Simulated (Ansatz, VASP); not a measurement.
One calculation of CsSi2, two programs

```xyz
3
Lattice="6.3716 0.0000 0.0000 -3.1858 5.5179 0.0000 0.0000 0.0000 4.4787" Properties=species:S:1:pos:R:3 pbc="T T T"
Cs    0.0000    0.0000    0.0000
Si    3.1858    1.8393    1.1214
Si    3.1858    1.8393    3.3572
```

The cell was built by a generator and needn't be a form met in nature.

Alike in both runs: task single point; functional HSE(alpha, omega); k mesh 3 × 3 × 3; occupations fermi-dirac, width 0.05 eV; no spin polarisation.

|  | VASP | Ansatz |
| --- | --- | --- |
| version | VASP 6.6.1 | Ansatz 0.2.0 |
| potentials or method | VASP PAW PBE potentials, release 64 (Cs_sv, Si) | Ansatz PAW |
| plane-wave cutoff (eV) | 520 | 420 |
| valence electrons in the cell | 17 | 17 |

```tsv
	VASP	Ansatz	Ansatz less VASP
gap on the k mesh at the Fermi level (eV)	none	none	-
pressure (GPa)	0.1	0.1	+0.05
largest component of the traceless stress (GPa)	0.19	0.29	+0.098
rms of the force components (eV/Å)	0.014	0.014	+0.0004
```

Atom by atom the forces differ by 0.000 eV/Å (rms over components). A gap of «none» marks a metal or a gap that the smearing closes.

Caveats: the k mesh is coarse (spacing up to 0.47 Å⁻¹), so the values aren't converged, least of all with exact exchange; the PAW data sets were made with another functional, which shifts forces and pressure a little (VASP); the PAW data sets come from PBE, with cores solved anew for the run's functional, which leaves a small shift of forces and pressure (Ansatz); the thresholds are loose for stress (Ansatz). Spin-orbit coupling is left out, which matters for the levels of Cs.
